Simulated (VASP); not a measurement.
Consider the following.

```xyz
5
Lattice="3.9730 0.0000 0.0000 0.0000 3.9730 0.0000 0.0000 0.0000 3.9730" Properties=species:S:1:pos:R:3 pbc="T T T"
K      0.0000     0.0000     0.0000
Mg     1.9865     1.9865     1.9865
F      1.9865     0.0000     1.9865
F      0.0000     1.9865     1.9865
F      1.9865     1.9865     0.0000
```

Method: r2SCAN meta-GGA, VASP's PBE PAW potentials (set 64) (plane waves; VASP 6.6.1). Settings: 520 eV cut-off, 7×7×7 Γ-centred mesh, Gaussian smearing of 0.010 eV, potentials K_sv Mg F.

Problem. Give the direction-averaged independent-particle dielectric function (no local fields, no excitons; a broadening of 0.1 eV leaves a tail below the gap, and fine structure carries the noise of the k-mesh).

Solution. 
```json
[
 {"ħω (eV)": "0.00", "ε₁": "2.01", "ε₂": "0.00"},
 {"ħω (eV)": "0.60", "ε₁": "2.01", "ε₂": "0.00"},
 {"ħω (eV)": "1.20", "ε₁": "2.01", "ε₂": "0.00"},
 {"ħω (eV)": "1.90", "ε₁": "2.02", "ε₂": "0.00"},
 {"ħω (eV)": "2.50", "ε₁": "2.03", "ε₂": "0.00"},
 {"ħω (eV)": "3.10", "ε₁": "2.05", "ε₂": "0.00"},
 {"ħω (eV)": "3.80", "ε₁": "2.07", "ε₂": "0.00"},
 {"ħω (eV)": "4.40", "ε₁": "2.09", "ε₂": "0.00"},
 {"ħω (eV)": "5.00", "ε₁": "2.12", "ε₂": "0.01"},
 {"ħω (eV)": "5.70", "ε₁": "2.16", "ε₂": "0.01"},
 {"ħω (eV)": "6.30", "ε₁": "2.21", "ε₂": "0.01"},
 {"ħω (eV)": "6.90", "ε₁": "2.27", "ε₂": "0.01"},
 {"ħω (eV)": "7.60", "ε₁": "2.37", "ε₂": "0.02"},
 {"ħω (eV)": "8.20", "ε₁": "2.50", "ε₂": "0.03"},
 {"ħω (eV)": "8.80", "ε₁": "2.71", "ε₂": "0.12"},
 {"ħω (eV)": "9.50", "ε₁": "2.63", "ε₂": "0.46"},
 {"ħω (eV)": "10.10", "ε₁": "2.95", "ε₂": "0.45"},
 {"ħω (eV)": "10.70", "ε₁": "2.55", "ε₂": "0.46"},
 {"ħω (eV)": "11.40", "ε₁": "3.30", "ε₂": "1.03"},
 {"ħω (eV)": "12.00", "ε₁": "2.66", "ε₂": "1.99"},
 {"ħω (eV)": "12.60", "ε₁": "1.55", "ε₂": "2.20"},
 {"ħω (eV)": "13.30", "ε₁": "1.47", "ε₂": "1.18"},
 {"ħω (eV)": "13.90", "ε₁": "1.74", "ε₂": "1.41"},
 {"ħω (eV)": "14.60", "ε₁": "1.33", "ε₂": "1.04"}
]
```
ε₂ peaks at 10.5 eV (height 1.0), 12.4 eV (height 2.6), 14.0 eV (height 1.5); ε₁(0) averages 2.01, so the electronic refractive index below the gap tends to √2.01 = 1.42.

The compound is KMgF3 in the cubic perovskite structure. It was relaxed first.
